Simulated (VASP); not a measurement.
Output of a VASP run:

OSZICAR:
```
       N       E                     dE             d eps       ncg     rms          rms(c)
DAV:   1     0.726992224016E+02    0.72699E+02   -0.13165E+04  2440   0.126E+03
DAV:   2    -0.587083581509E+02   -0.13141E+03   -0.12738E+03  2966   0.284E+02
DAV:   3    -0.694857838729E+02   -0.10777E+02   -0.10661E+02  4369   0.521E+01
DAV:   4    -0.699554406828E+02   -0.46966E+00   -0.46618E+00  3209   0.111E+01
DAV:   5    -0.699703108760E+02   -0.14870E-01   -0.14854E-01  3570   0.178E+00    0.416E+01
DAV:   6    -0.629631779030E+02    0.70071E+01   -0.60275E+00  3293   0.142E+01    0.286E+01
DAV:   7    -0.609611094997E+02    0.20021E+01   -0.50161E+00  4102   0.140E+01    0.399E+00
DAV:   8    -0.629819478970E+02   -0.20208E+01   -0.30835E+00  3924   0.110E+01    0.742E+00
DAV:   9    -0.617473109970E+02    0.12346E+01   -0.42070E-01  2893   0.650E+00    0.223E+00
DAV:  10    -0.616373606496E+02    0.10995E+00   -0.22324E-01  2996   0.375E+00    0.497E-01
DAV:  11    -0.617513531348E+02   -0.11399E+00   -0.12201E-01  2659   0.264E+00    0.117E+00
DAV:  12    -0.617532743809E+02   -0.19212E-02   -0.51866E-03  3489   0.475E-01    0.143E-01
DAV:  13    -0.617525907822E+02    0.68360E-03   -0.24232E-03  2759   0.412E-01    0.745E-01
DAV:  14    -0.617534303611E+02   -0.83958E-03   -0.10762E-03  2711   0.276E-01    0.354E-02
DAV:  15    -0.617540307633E+02   -0.60040E-03   -0.39725E-04  2820   0.183E-01    0.698E-02
DAV:  16    -0.617537860575E+02    0.24471E-03   -0.21919E-04  2793   0.140E-01    0.132E-01
DAV:  17    -0.617539376240E+02   -0.15157E-03   -0.84892E-05  2800   0.724E-02    0.327E-02
DAV:  18    -0.617540441740E+02   -0.10655E-03   -0.41557E-05  3441   0.596E-02    0.188E-02
DAV:  19    -0.617540523965E+02   -0.82224E-05   -0.12398E-05  3131   0.278E-02    0.193E-02
DAV:  20    -0.617540524790E+02   -0.82501E-07   -0.44078E-07  1678   0.459E-03
   1 F= -.61754052E+02 E0= -.61754015E+02  d E =-.617541E+02
       N       E                     dE             d eps       ncg     rms          rms(c)
DAV:   1    -0.617547385397E+02   -0.68614E-03   -0.42906E-02  2482   0.153E+00    0.205E-01
DAV:   2    -0.617545015276E+02    0.23701E-03   -0.19046E-03  2958   0.306E-01    0.836E-02
DAV:   3    -0.617544539824E+02    0.47545E-04   -0.34559E-04  2953   0.164E-01    0.362E-02
DAV:   4    -0.617544395844E+02    0.14398E-04   -0.77898E-05  3027   0.747E-02    0.227E-02
DAV:   5    -0.617544440629E+02   -0.44785E-05   -0.14855E-05  3046   0.321E-02    0.135E-02
DAV:   6    -0.617544428994E+02    0.11635E-05   -0.59388E-06  2705   0.233E-02    0.346E-03
DAV:   7    -0.617544432522E+02   -0.35276E-06   -0.66598E-06  2654   0.244E-02
   2 F= -.61754443E+02 E0= -.61754372E+02  d E =-.390773E-03
```

File OUTCAR:
```
------------------------ aborting loop because EDIFF is reached ----------------------------------------
  FORCE on cell =-STRESS in cart. coord.  units (eV):
  Direction    XX          YY          ZZ          XY          YZ          ZX
  --------------------------------------------------------------------------------------
  Total        0.0526869     -0.0229031     -0.0539876      0.0000000      0.0000000      0.0000000
  in kB        0.9714319     -0.4222836     -0.9954135      0.0000000      0.0000000      0.0000000
  external PRESSURE =      -0.1487551 kB  Pullay stress =       0.0000000 kB
  volume of cell :       86.90
      direct lattice vectors                 reciprocal lattice vectors
     2.141022524 -5.273307743 -0.000000000     0.233533274 -0.094817148 -0.000000000
     2.141022524  5.273307743  0.000000000     0.233533274  0.094817148  0.000000000
     0.000000000 -0.000000000  3.848280816     0.000000000 -0.000000000  0.259856296
 POSITION                                       TOTAL-FORCE (eV/Angst)
 -----------------------------------------------------------------------------------
      2.14102      3.79499      0.96207         0.000000      0.013760      0.000000
      2.14102     -3.79499      2.88621         0.000000     -0.013760     -0.000000
      2.14102      0.79860      0.96207         0.000000     -0.001176     -0.000000
      2.14102     -0.79860      2.88621         0.000000      0.001176      0.000000
 -----------------------------------------------------------------------------------
    total drift:                                0.000000     -0.000000      0.000000
  FREE ENERGIE OF THE ION-ELECTRON SYSTEM (eV)
  ---------------------------------------------------
  free  energy   TOTEN  =       -61.7544432522 eV

  energy  without entropy=      -61.7542309863  energy(sigma->0) =      -61.75437250

 reached required accuracy - stopping structural energy minimisation
```
(Selected blocks of OUTCAR.)

File POSCAR:
```
YSi
1
    2.1368746003    -5.2725224294     0.0000000000
    2.1368746003     5.2725224294     0.0000000000
    0.0000000000    -0.0000000000     3.8542682752
Y Si
2 2
Direct
  0.1402742434   0.8597257566   0.2500000000
  0.8597257566   0.1402742434   0.7500000000
  0.4242478673   0.5757521327   0.2500000000
  0.5757521327   0.4242478673   0.7500000000
```

Problem. Reconstruct the remaining input files.

Solution. Several could match; the one computed here: the input of the run itself, r2SCAN meta-GGA, plane waves, VASP's PBE PAW potentials (set 64).

**INCAR**
```
! general
SYSTEM  = YSi
PREC    = Accurate
ENCUT   = 400
LREAL   = F
LASPH   = T   ! aspherical one-centre terms

! electronic loop
EDIFF   = 1E-6   ! SCF stop (eV)
NELM    = 100   ! most electronic steps
ALGO    = Normal
LMAXMIX = 4
LMIXTAU = T

! smearing
ISMEAR  = 1   ! Methfessel-Paxton
SIGMA   = 0.1

! functional
METAGGA = R2SCAN

! ions
IBRION  = 2   ! conjugate gradients
NSW     = 60   ! most ionic steps
ISIF    = 3
EDIFFG  = -0.02   ! ionic stop

! output
LWAVE   = F
LCHARG  = F
```

File KPOINTS:
```
Automatic mesh
0
Gamma
7 7 7
0 0 0
```

POTCAR, in this order: Y_sv Si (PBE.64 set). Program: vasp_std.

The structure comes from a computed database's YSi entry (Cmcm); how it stands against other phases isn't given here. This run relaxes it. Symmetry was kept, so distortions that lower it aren't found. The start is the result of an earlier pass.
